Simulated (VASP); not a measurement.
Data:

```yaml
crystal:
  lattice:
    - [2.19954, -3.78120, 0.00000]
    - [2.19954, 3.78120, 0.00000]
    - [0.00000, 0.00000, 5.96971]
  atoms:
    - { symbol: Te, position: [0.00000, 0.26300, 0.66667] }
    - { symbol: Te, position: [0.73700, 0.73700, 0.00000] }
    - { symbol: Te, position: [0.27672, 0.01372, 0.33333] }
```

The numbers are results of PBE GGA, VASP's PBE PAW potentials (set 64) (plane waves; VASP 6.6.1), not measurements. Run with 250 eV cut-off, 5×5×4 Γ-centred mesh, Gaussian smearing of 0.050 eV, potentials Te.

At this cut-off the stress carries a Pulay error, which pulls relaxed volumes low.

**Question.** Which forces act on the atoms, in eV/Å?

**Answer.** 
```json
[
 {"atom": "Te1", "Fx": "0.273", "Fy": "0.393", "Fz": "0.021"},
 {"atom": "Te2", "Fx": "-0.304", "Fy": "-0.024", "Fz": "0.057"},
 {"atom": "Te3", "Fx": "0.031", "Fy": "-0.369", "Fz": "-0.078"}
]
```

**Question.** Give the stress tensor in GPa (positive for a compressed cell).

**Answer.** 
```
 2.42   0.20  -0.34
 0.20   2.98   0.38
-0.34   0.38   3.24
```
The pressure is its mean diagonal, 2.88 GPa.

The compound is Te in the trig structure. The cell was not relaxed at this level, atoms are displaced from their ideal sites. The run is one of a series of settings (ENCUT = 250 against the base run), some of them coarse on purpose.
